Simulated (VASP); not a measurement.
A run of VASP 6.6.1 is set up as follows.

INCAR

```
SYSTEM = CsSi2
ALGO     = Normal         ! electronic algorithm
EDIFF    = 1E-6           ! SCF threshold, eV
EDIFFG   = -0.01          ! ionic threshold
ENCUT    = 600            ! plane-wave cutoff, eV
GGA      = PE             ! functional
IBRION   = 2              ! ionic algorithm
ISIF     = 3              ! what is computed and relaxed
ISMEAR   = 0              ! smearing method
LASPH    = .True.         ! aspherical terms in the spheres
LCHARG   = .False.        ! write CHGCAR
LREAL    = .False.        ! projectors in reciprocal space
LWAVE    = .False.        ! write WAVECAR
NELM     = 60             ! most SCF steps
NSW      = 40             ! ionic steps
PREC     = Accurate       ! precision mode
SIGMA    = 0.05           ! smearing width, eV
```

File KPOINTS:

```
k-points
0
Gamma
  5 5 6
  0 0 0
```

The input POSCAR:

```
CsSi2
1.0
    6.3715700000      0.0000000000      0.0000000000
   -3.1857800000      5.5179400000      0.0000000000
    0.0000000000      0.0000000000      4.4786600000
Cs Si
1 2
Direct
    0.0000000000      0.0000000000      0.0000000000
    0.6666700000      0.3333300000      0.2503900000
    0.6666700000      0.3333300000      0.7496100000
```

Potentials or basis: VASP PAW PBE potentials, release 64 (Cs_sv, Si).

Run with:

```sh
$ cat potpaw_PBE.64/Cs_sv/POTCAR potpaw_PBE.64/Si/POTCAR > POTCAR
$ mpirun -np 1 vasp_std > vasp.out
```

Task: What does it give for the band gap on the k mesh?

Result: None (metal or under the smearing width).

Task: Predict the space group after relaxing (to 0.05 Å).

Result: P-6m2 (No. 187).

Forces in eV/Å, atoms in the order of the input:
```
Cs   0.000  0.000  0.000
Si   0.000  0.000  0.003
Si   0.000  0.000 -0.003
```

The run has no spin-orbit coupling, so splittings on Cs are missing.
